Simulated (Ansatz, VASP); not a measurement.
One calculation of Hf3NbO, two programs

```xyz
5
Lattice="5.0394 0.0000 0.0000 0.0000 5.0394 0.0000 0.0000 0.0000 5.0394" Properties=species:S:1:pos:R:3 pbc="T T T"
Hf    0.0000    2.5197    2.5197
Hf    2.5197    0.0000    2.5197
Hf    2.5197    2.5197    0.0000
Nb    2.5197    2.5197    2.5197
O     0.0000    0.0000    0.0000
```

Change from the starting cell: species swapped into the ZnAgF3 type (Pm-3m, No. 221).

Alike in both runs: functional PBE; k mesh 8 × 8 × 8; occupations gaussian, width 0.1 eV; no spin polarisation.

Ansatz relaxed the structure, and its values are those at the end. VASP's run is a single point on that final structure, the one shown.

|  | VASP | Ansatz |
| --- | --- | --- |
| version | VASP 6.6.1 | Ansatz 0.2.0 |
| potentials or method | VASP PAW PBE potentials, release 64 (Hf_pv, Nb_sv, O) | scalar-relativistic, plane waves, PAW |
| plane-wave cutoff (eV) | 520 | 420 |
| valence electrons in the cell | 49 | 97 |

```csv
,VASP,Ansatz,Ansatz less VASP
gap on the k mesh at the Fermi level (eV),none,none,-
pressure (GPa),-0.6,0.0,+0.56
```

A gap of «none» marks a metal or a gap that the smearing closes. The functional is the same, so the differences come from potentials, cutoffs and numerics. The two sets of potentials don't hold the same shells in valence.

Caveats: an odd number of electrons without spin polarisation forces a metal; a magnetic or distorted state may lie lower. The runs have no spin-orbit coupling, so splittings on Hf are missing.
